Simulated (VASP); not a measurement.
# Quasiparticle energies of InP in VASP, part 4 of 4

How does the gap of InP change from the starting functional to GW? The cell is of the zinc-blende type, one of the forms listed for this formula, which need not be the common one. The start is a cell from a database of measured crystal structures.

VASP 6.6.1, plane waves and PAW; the level of theory is named at each step.

So far, quasiparticle gap on the mesh (eV): step 4 (G0W0, bands in the sums 56) 1.45; step 6 (G0W0, bands in the sums 72) 1.43; step 8 (G0W0, bands in the sums 104) 1.44; step 10 (G0W0, bands in the sums 136) 1.45; step 12 (G0W0, bands in the sums 176) 1.46.

The database entry behind the starting cell differs from later determinations by our own check (0.1 to 0.3 % short, probably kX units), so it need not match the best structure at ambient conditions.

### 14. G0W0, bands in the sums 216

This step: G0W0 on r2SCAN; plane waves and PAW (In_d_GW, P_GW) (VASP 6.6.1).

The sums now run over 216 bands at the same response cutoff.

Input file INCAR:

```
SYSTEM = InP
PREC = Accurate
ENCUT = 300
ISMEAR = 0
SIGMA = 0.01
LREAL = .FALSE.
METAGGA = R2SCAN
LASPH = .TRUE.
NBANDS = 216
ALGO = EVGW0
NELMGW = 1
ENCUTGW = 200
NOMEGA = 64
PRECFOCK = Fast
NBANDSGW = 24
LWAVE = .FALSE.
LCHARG = .FALSE.
```

Input file POSCAR:

```
InP
1.0
    0.0000000000      2.9305000000      2.9305000000
    2.9305000000      0.0000000000      2.9305000000
    2.9305000000      2.9305000000      0.0000000000
In P
1 1
Direct
    0.0000000000      0.0000000000      0.0000000000
    0.7500000000      0.7500000000      0.7500000000
```

Input file KPOINTS:

```
Automatic mesh
0
Gamma
4 4 4
0 0 0
```

The projector-augmented-wave data sets are In_d_GW and P_GW (PBE family, release 64).

On the command line:

```sh
$ mpirun -np 8 vasp_std
```

Log:

```text
[banner, memory and clock lines left out]
running    8 mpi-ranks, on    1 nodes
[...]
[... a notice as in an earlier step ...]

 [... a notice as in an earlier step ...]

 [... a notice as in an earlier step ...]

 LDA part: xc-table for (None), standard interpolation
 found WAVECAR, reading the header
 POSCAR, INCAR and KPOINTS ok, starting setup
[...]
reading WAVECAR
 the WAVECAR file was read successfully
 initial charge from wavefunction
 available memory per node:     95.76 GB, setting MAXMEM to     98055

 The Fermi energy was updated, please check that it is located mid-gap
 values below the HOMO (VB) or above the LUMO (CB) will cause erroneous energies
 E-fermi :   4.3424

 calculate exact exchange contribution
 the WAVEDER file was read successfully
energies w=
    0.000    0.000    0.396    0.000    0.791    0.000    1.184    0.000
    1.575    0.000    1.962    0.000    2.345    0.000    2.724    0.000
    3.098    0.000    3.467    0.000    3.831    0.000    4.190    0.000
[...]
total number of BLAS operations       1230.47 Gflops
NQ=   4    0.2500    0.2500    0.0000,
|.........|.........|.........|.........|.........|.........|.........|.........
 performed       2071000 updates of chi_q(r,r)
 total number of BLAS operations       1703.80 Gflops
NQ=   5    0.5000    0.2500    0.0000,
|.........|.........|.........|.........|.........|.........|.........|.........
 performed       2910000 updates of chi_q(r,r)
 total number of BLAS operations       2383.19 Gflops
NQ=   6   -0.2500    0.2500    0.0000,
|.........|.........|.........|.........|.........|.........|.........|.........
 performed       3666000 updates of chi_q(r,r)
 total number of BLAS operations       3030.64 Gflops
NQ=   7    0.5000    0.5000    0.0000,
|.........|.........|.........|.........|.........|.........|.........|.........
 performed       4132000 updates of chi_q(r,r)
 total number of BLAS operations       3427.31 Gflops
NQ=   8   -0.2500    0.5000    0.2500,
|.........|.........|.........|.........|.........|.........|.........|.........
 performed       4722000 updates of chi_q(r,r)
 total number of BLAS operations       3935.95 Gflops
 resolving degeneracies of screened two electron integrals

 calculate QP shifts <psi_nk| G(iteration)W_0 |psi_nk>: iteration 1
 entering main loop
```

Run time: 2.9 min. Hardware: 8 MPI ranks of AMD EPYC 7R43, shared host; peak memory 2.1 GiB.

From OUTCAR (step 14):

```text
 QP shifts <psi_nk| G(iteration)W_0 |psi_nk>: iteration 1
 for sc-GW calculations column KS-energies equals QP-energies in previous step
 and V_xc(KS)=  KS-energies - (<T + V_ion + V_H > + <T+V_H+V_ion>^1  + <V_x>^1)
 k-point   1 :       0.0000    0.0000    0.0000
  band No.  KS-energies  QP-energies   sigma(KS)   V_xc(KS)     V^pw_x(r,r')   Z            occupation Imag(sigma)
    ...
      6      -8.2336      -8.3223     -12.1017     -11.9597     -18.2612       0.6244       2.0000       0.7856
      7       3.7740       3.3418     -13.0050     -12.4356     -14.1540       0.7589       2.0000       0.0434
      8       3.7740       3.3418     -13.0050     -12.4356     -14.1540       0.7589       2.0000       0.0434
      9       3.7740       3.3418     -13.0050     -12.4356     -14.1540       0.7589       2.0000       0.0434
     10       4.9107       4.7978     -10.6827     -10.5366      -6.5961       0.7726       0.0000      -0.0144
     11       8.1794       8.2040      -9.7875      -9.8197      -5.4387       0.7639       0.0000      -0.0271
     12       8.1794       8.2040      -9.7875      -9.8197      -5.4387       0.7639       0.0000      -0.0271
     13       8.1794       8.2040      -9.7875      -9.8197      -5.4387       0.7639       0.0000      -0.0271
    ...

[... 1 part as in an earlier step ...]

[... 2 further parts left out ...]
[key lines of the parts left out:]
E-fermi :   4.3424
```

The gap is now 1.456 eV, +0 meV against the GW run before. Spin-orbit coupling is left out.

### 15. Empty bands

This step: r2SCAN; plane waves and PAW (In_d_GW, P_GW) (VASP 6.6.1).

The empty bands are made again, for the run that follows.

Input file INCAR:

```
SYSTEM = InP
PREC = Accurate
ENCUT = 300
ISMEAR = 0
SIGMA = 0.01
LREAL = .FALSE.
METAGGA = R2SCAN
LASPH = .TRUE.
NBANDS = 272
ALGO = Exact
NELM = 1
LWAVE = .TRUE.
LCHARG = .FALSE.
LOPTICS = .TRUE.
NEDOS = 1000
CSHIFT = 0.1
```

POSCAR is that of step 14.

KPOINTS is that of step 14.

On the command line:

```sh
$ mpirun -np 8 vasp_std
```

Log:

```text
[banner, memory and clock lines left out]
running    8 mpi-ranks, on    1 nodes
[...]
[... a notice as in an earlier step ...]

 [... a notice as in an earlier step ...]

 LDA part: xc-table for (None), standard interpolation
 found WAVECAR, reading the header
  number of bands has changed, file:    15 present:   272
  trying to continue reading WAVECAR, but it might fail
 POSCAR, INCAR and KPOINTS ok, starting setup
[...]
reading WAVECAR
 random initialization beyond band           15
 the WAVECAR file was read successfully
 initial charge from wavefunction
 entering main loop
       N       E                     dE             d eps       ncg     rms          rms(c)
[... 1 cycle as in an earlier step ...]
   1 F= -.32138686E+02 E0= -.32138686E+02  d E =-.474512E-60
 writing wavefunctions
 optical routines
 imaginary and real dielectric function
 direction            1
 direction            2
 direction            3
```

Run time: 17 s. Hardware: 8 MPI ranks; peak memory 0.8 GiB; 2 min of CPU time.

From OUTCAR (step 15):

```text
  Total        0.4734925      0.4734925      0.4734925      0.0000000     -0.0000000     -0.0000000
  in kB       15.0719192     15.0719192     15.0719192      0.0000000     -0.0000000     -0.0000000
  external PRESSURE =      15.0719192 kB  Pullay stress =       0.0000000 kB

[... 4 parts as in an earlier step ...]

[... 2 further parts left out ...]
[key lines of the parts left out:]
E-fermi :   3.8883
```

WAVECAR now holds 272 bands for 18 electrons.

### 16. G0W0, bands in the sums 272

This step: G0W0 on r2SCAN; plane waves and PAW (In_d_GW, P_GW) (VASP 6.6.1).

The sums now run over 272 bands at the same response cutoff.

Input file INCAR:

```
SYSTEM = InP
PREC = Accurate
ENCUT = 300
ISMEAR = 0
SIGMA = 0.01
LREAL = .FALSE.
METAGGA = R2SCAN
LASPH = .TRUE.
NBANDS = 272
ALGO = EVGW0
NELMGW = 1
ENCUTGW = 200
NOMEGA = 64
PRECFOCK = Fast
NBANDSGW = 24
LWAVE = .FALSE.
LCHARG = .FALSE.
```

POSCAR is that of step 15.

KPOINTS is that of step 15.

On the command line:

```sh
$ mpirun -np 8 vasp_std
```

Log:

```text
[banner, memory and clock lines left out]
running    8 mpi-ranks, on    1 nodes
[...]
[... a notice as in an earlier step ...]

 [... a notice as in an earlier step ...]

 [... a notice as in an earlier step ...]

 LDA part: xc-table for (None), standard interpolation
 found WAVECAR, reading the header
 POSCAR, INCAR and KPOINTS ok, starting setup
[...]
reading WAVECAR
 the WAVECAR file was read successfully
 initial charge from wavefunction
 available memory per node:     95.75 GB, setting MAXMEM to     98052

 The Fermi energy was updated, please check that it is located mid-gap
 values below the HOMO (VB) or above the LUMO (CB) will cause erroneous energies
 E-fermi :   4.3424

 calculate exact exchange contribution
 the WAVEDER file was read successfully
energies w=
    0.000    0.000    0.398    0.000    0.795    0.000    1.191    0.000
    1.583    0.000    1.973    0.000    2.358    0.000    2.739    0.000
    3.115    0.000    3.485    0.000    3.851    0.000    4.211    0.000
[...]
total number of BLAS operations       1556.33 Gflops
NQ=   4    0.2500    0.2500    0.0000,
|.........|.........|.........|.........|.........|.........|.........|.........
 performed       2619000 updates of chi_q(r,r)
 total number of BLAS operations       2154.45 Gflops
NQ=   5    0.5000    0.2500    0.0000,
|.........|.........|.........|.........|.........|.........|.........|.........
 performed       3679000 updates of chi_q(r,r)
 total number of BLAS operations       3012.16 Gflops
NQ=   6   -0.2500    0.2500    0.0000,
|.........|.........|.........|.........|.........|.........|.........|.........
 performed       4634000 updates of chi_q(r,r)
 total number of BLAS operations       3829.76 Gflops
NQ=   7    0.5000    0.5000    0.0000,
|.........|.........|.........|.........|.........|.........|.........|.........
 performed       5224000 updates of chi_q(r,r)
 total number of BLAS operations       4331.56 Gflops
NQ=   8   -0.2500    0.5000    0.2500,
|.........|.........|.........|.........|.........|.........|.........|.........
 performed       5970000 updates of chi_q(r,r)
 total number of BLAS operations       4974.38 Gflops
 resolving degeneracies of screened two electron integrals

 calculate QP shifts <psi_nk| G(iteration)W_0 |psi_nk>: iteration 1
 entering main loop
```

The job ended after 3 min (8 MPI ranks; peak memory 2.2 GiB).

Parts of OUTCAR (step 16):

```text
 QP shifts <psi_nk| G(iteration)W_0 |psi_nk>: iteration 1
 for sc-GW calculations column KS-energies equals QP-energies in previous step
 and V_xc(KS)=  KS-energies - (<T + V_ion + V_H > + <T+V_H+V_ion>^1  + <V_x>^1)
 k-point   1 :       0.0000    0.0000    0.0000
  band No.  KS-energies  QP-energies   sigma(KS)   V_xc(KS)     V^pw_x(r,r')   Z            occupation Imag(sigma)
    ...
      6      -8.2336      -8.3430     -12.1359     -11.9597     -18.2612       0.6209       2.0000       0.7690
      7       3.7740       3.3055     -13.0512     -12.4356     -14.1540       0.7610       2.0000       0.0224
      8       3.7740       3.3055     -13.0512     -12.4356     -14.1540       0.7610       2.0000       0.0224
      9       3.7740       3.3055     -13.0512     -12.4356     -14.1540       0.7610       2.0000       0.0224
     10       4.9107       4.7643     -10.7254     -10.5366      -6.5961       0.7753       0.0000      -0.0377
     11       8.1794       8.1746      -9.8260      -9.8197      -5.4387       0.7627       0.0000      -0.0477
     12       8.1794       8.1746      -9.8260      -9.8197      -5.4387       0.7627       0.0000      -0.0477
     13       8.1794       8.1746      -9.8260      -9.8197      -5.4387       0.7627       0.0000      -0.0477
    ...

[... 1 part as in an earlier step ...]

[... 2 further parts left out ...]
[key lines of the parts left out:]
E-fermi :   4.3424
```

The gap is now 1.459 eV, +3 meV against the GW run before. Spin-orbit coupling is left out.

### 17. Empty bands

This step: r2SCAN; plane waves and PAW (In_d_GW, P_GW) (VASP 6.6.1).

The empty bands are made again, for the run that follows.

Input file INCAR:

```
SYSTEM = InP
PREC = Accurate
ENCUT = 300
ISMEAR = 0
SIGMA = 0.01
LREAL = .FALSE.
METAGGA = R2SCAN
LASPH = .TRUE.
NBANDS = 328
ALGO = Exact
NELM = 1
LWAVE = .TRUE.
LCHARG = .FALSE.
LOPTICS = .TRUE.
NEDOS = 1000
CSHIFT = 0.1
```

POSCAR is that of step 16.

KPOINTS is that of step 16.

On the command line:

```sh
$ mpirun -np 8 vasp_std
```

Log:

```text
[banner, memory and clock lines left out]
running    8 mpi-ranks, on    1 nodes
[...]
[... a notice as in an earlier step ...]

 [... a notice as in an earlier step ...]

 LDA part: xc-table for (None), standard interpolation
 found WAVECAR, reading the header
  number of bands has changed, file:    15 present:   328
  trying to continue reading WAVECAR, but it might fail
 POSCAR, INCAR and KPOINTS ok, starting setup
[...]
reading WAVECAR
 random initialization beyond band           15
 the WAVECAR file was read successfully
 initial charge from wavefunction
 entering main loop
       N       E                     dE             d eps       ncg     rms          rms(c)
[... 1 cycle as in an earlier step ...]
   1 F= -.32138686E+02 E0= -.32138686E+02  d E =-.817605E-53
 writing wavefunctions
 optical routines
 imaginary and real dielectric function
 direction            1
 direction            2
 direction            3
```

Elapsed: 19 s, on 8 MPI ranks; peak memory 0.79 GiB.

OUTCAR, selected parts (step 17):

```text
  Total        0.4734925      0.4734925      0.4734925     -0.0000000      0.0000000      0.0000000
  in kB       15.0719192     15.0719192     15.0719192     -0.0000000      0.0000000      0.0000000
  external PRESSURE =      15.0719192 kB  Pullay stress =       0.0000000 kB

[... 4 parts as in an earlier step ...]

[... 2 further parts left out ...]
[key lines of the parts left out:]
E-fermi :   3.8808
```

WAVECAR now holds 328 bands for 18 electrons.

### 18. G0W0, bands in the sums 328

This step: G0W0 on r2SCAN; plane waves and PAW (In_d_GW, P_GW) (VASP 6.6.1).

The sums now run over 328 bands at the same response cutoff.

Input file INCAR:

```
SYSTEM = InP
PREC = Accurate
ENCUT = 300
ISMEAR = 0
SIGMA = 0.01
LREAL = .FALSE.
METAGGA = R2SCAN
LASPH = .TRUE.
NBANDS = 328
ALGO = EVGW0
NELMGW = 1
ENCUTGW = 200
NOMEGA = 64
PRECFOCK = Fast
NBANDSGW = 24
LWAVE = .FALSE.
LCHARG = .FALSE.
```

POSCAR is that of step 17.

KPOINTS is that of step 17.

On the command line:

```sh
$ mpirun -np 8 vasp_std
```

Log:

```text
[banner, memory and clock lines left out]
running    8 mpi-ranks, on    1 nodes
[...]
[... a notice as in an earlier step ...]

 [... a notice as in an earlier step ...]

 [... a notice as in an earlier step ...]

 LDA part: xc-table for (None), standard interpolation
 found WAVECAR, reading the header
 POSCAR, INCAR and KPOINTS ok, starting setup
[...]
reading WAVECAR
 the WAVECAR file was read successfully
 initial charge from wavefunction
 available memory per node:     95.31 GB, setting MAXMEM to     97593

 The Fermi energy was updated, please check that it is located mid-gap
 values below the HOMO (VB) or above the LUMO (CB) will cause erroneous energies
 E-fermi :   4.3424

 calculate exact exchange contribution
 the WAVEDER file was read successfully
energies w=
    0.000    0.000    0.395    0.000    0.789    0.000    1.181    0.000
    1.571    0.000    1.957    0.000    2.339    0.000    2.717    0.000
    3.089    0.000    3.457    0.000    3.820    0.000    4.177    0.000
[...]
total number of BLAS operations       1882.19 Gflops
NQ=   4    0.2500    0.2500    0.0000,
|.........|.........|.........|.........|.........|.........|.........|.........
 performed       3169000 updates of chi_q(r,r)
 total number of BLAS operations       2605.10 Gflops
NQ=   5    0.5000    0.2500    0.0000,
|.........|.........|.........|.........|.........|.........|.........|.........
 performed       4449000 updates of chi_q(r,r)
 total number of BLAS operations       3641.13 Gflops
NQ=   6   -0.2500    0.2500    0.0000,
|.........|.........|.........|.........|.........|.........|.........|.........
 performed       5603000 updates of chi_q(r,r)
 total number of BLAS operations       4628.88 Gflops
NQ=   7    0.5000    0.5000    0.0000,
|.........|.........|.........|.........|.........|.........|.........|.........
 performed       6316000 updates of chi_q(r,r)
 total number of BLAS operations       5235.81 Gflops
NQ=   8   -0.2500    0.5000    0.2500,
|.........|.........|.........|.........|.........|.........|.........|.........
 performed       7218000 updates of chi_q(r,r)
 total number of BLAS operations       6012.81 Gflops
 resolving degeneracies of screened two electron integrals

 calculate QP shifts <psi_nk| G(iteration)W_0 |psi_nk>: iteration 1
 entering main loop
```

Wall time 3.9 min (8 MPI ranks); peak memory 2.3 GiB.

Parts of OUTCAR (step 18):

```text
 QP shifts <psi_nk| G(iteration)W_0 |psi_nk>: iteration 1
 for sc-GW calculations column KS-energies equals QP-energies in previous step
 and V_xc(KS)=  KS-energies - (<T + V_ion + V_H > + <T+V_H+V_ion>^1  + <V_x>^1)
 k-point   1 :       0.0000    0.0000    0.0000
  band No.  KS-energies  QP-energies   sigma(KS)   V_xc(KS)     V^pw_x(r,r')   Z            occupation Imag(sigma)
    ...
      6      -8.2336      -8.3562     -12.1580     -11.9597     -18.2612       0.6182       2.0000       0.7721
      7       3.7740       3.2883     -13.0760     -12.4356     -14.1540       0.7584       2.0000       0.0049
      8       3.7740       3.2883     -13.0760     -12.4356     -14.1540       0.7584       2.0000       0.0049
      9       3.7740       3.2883     -13.0760     -12.4356     -14.1540       0.7584       2.0000       0.0049
     10       4.9107       4.7451     -10.7506     -10.5366      -6.5961       0.7737       0.0000      -0.0663
     11       8.1794       8.1589      -9.8466      -9.8197      -5.4387       0.7613       0.0000      -0.0631
     12       8.1794       8.1589      -9.8466      -9.8197      -5.4387       0.7613       0.0000      -0.0631
     13       8.1794       8.1589      -9.8466      -9.8197      -5.4387       0.7613       0.0000      -0.0631
    ...

[... 1 part as in an earlier step ...]

[... 2 further parts left out ...]
[key lines of the parts left out:]
E-fermi :   4.3424
```

The gap is now 1.457 eV, -2 meV against the GW run before. Spin-orbit coupling is left out.

### 19. Summary

This step: GW series: G0W0 on r2SCAN; plane waves and PAW (VASP 6.6.1).

Derived from the runs above.

G0W0 on a 4x4x4 mesh; cost is wall time times ranks on a shared host, with the step that makes the empty bands but not the self-consistent start. G0W0 series:

| bands in the sums | quasiparticle gap (eV) | least direct quasiparticle gap on the mesh (eV) | cost (core minutes) |
| --- | --- | --- | --- |
| 56 | 1.451 | 1.451 | 10.11 |
| 72 | 1.43 | 1.43 | 12.59 |
| 104 | 1.438 | 1.438 | 14.59 |
| 136 | 1.45 | 1.45 | 19.01 |
| 176 | 1.456 | 1.456 | 21.89 |
| 216 | 1.456 | 1.456 | 24.85 |
| 272 | 1.459 | 1.459 | 25.81 |
| 328 | 1.457 | 1.457 | 33.43 |

### 20. Summary of results

```json
{
  "G0W0 on r2SCAN, 328 bands, ENCUTGW 200 eV, NOMEGA 64, mesh 4×4×4": "1.137 → 1.457 eV",
  "G0W0 on r2SCAN, 56 bands, ENCUTGW 200 eV, NOMEGA 64, mesh 4×4×4": "1.137 → 1.451 eV"
}
```

**Reading.** G0W0 gives a quasiparticle gap of 1.457 eV on the mesh, 0.32 eV over the r2SCAN gap on the same mesh. On mesh and path the starting valence top lies at Γ and the conduction bottom at Γ, so the starting gap is direct. Both points lie on the GW mesh. The steps of the series move the gap by -22, +8, +12, +6, -0, +3, -2 meV; the last costs 1.3 times the one before. The last step lies within a tolerance of 30 meV, picked for this account, and the last two together move the gap by +1 meV. Response cutoff and mesh weren't varied, so the series can only reach this cutoff's value. In In_d_GW the d shell is in the valence without all the semicore s and p states of the same shell; those stay frozen in the core, and how far that moves the GW gap wasn't tested here. Spin-orbit coupling is left out; with In in the cell it can split or shift band edges, by an amount that depends on which atoms form them and isn't tested here. Not tabulated here, as repeats of values shown or as unfit to read for their mesh, reference level or band range: eps2 curves (empty bands); eps1 curves and static values (empty bands); gaps (empty bands).

[Lines on the potential files, build, host, timing and source positions are cut from VASP's logs without a mark.]

[Logs are printed without paths, hosts, clocks, repeated set-up lines and the standing remarks that a program may print on its own settings, such as how far it seeks lower states.]

[Hosts, paths, dates, database ids (printed as entryN), source tags and the programs' standing remarks are cut or masked in the printed files.]

[Pressures printed for these runs are not shown converged in the cutoff: they can be off by several GPa and have the wrong sign.]

[In band tables of VASP the shares of atoms and orbitals are scaled to a sum of 1 inside the atoms' spheres.]
